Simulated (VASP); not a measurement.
SiClH3, 5 atoms in the cell. The cell holds a molecule in a box, 5 atoms: a = 12.000 Å, b = 12.000 Å, c = 12.000 Å, α = 90.00°, β = 90.00°, γ = 90.00°. 

- Program: VASP 6.6.1
- Task: relaxation of the atoms
- Functional: revPBE
- Dispersion: D3(BJ)
- Potentials or basis: VASP PAW PBE potentials, release 64 (Si, Cl, H)
- Cutoff: 520 eV
- k mesh: 1 × 1 × 1
- Occupations: gaussian, width 0.01 eV
- Spin: no spin polarisation
- Further INCAR settings: ALGO = Normal; EDIFF = 1e-06; IBRION = 2; EDIFFG = -0.01; NSW = 40

Potentials or basis: VASP PAW PBE potentials, release 64 (Si, Cl, H).

Launch:

```bash
$ cat potpaw_PBE.64/Si/POTCAR potpaw_PBE.64/Cl/POTCAR potpaw_PBE.64/H/POTCAR > POTCAR
$ mpirun -np 1 vasp_gam > vasp.out
```

Hardware: 1 thread of AMD EPYC 7R13 Processor (Zen 3), with other jobs on the host.

Task: How long does it take, and how much memory?

Result: Run time: 4.6 min on 1 thread of AMD EPYC 7R13 Processor (Zen 3), with other jobs on the host, peak memory 1.4 GiB. Counts: scf iterations 60, k points 1, ion steps 5.
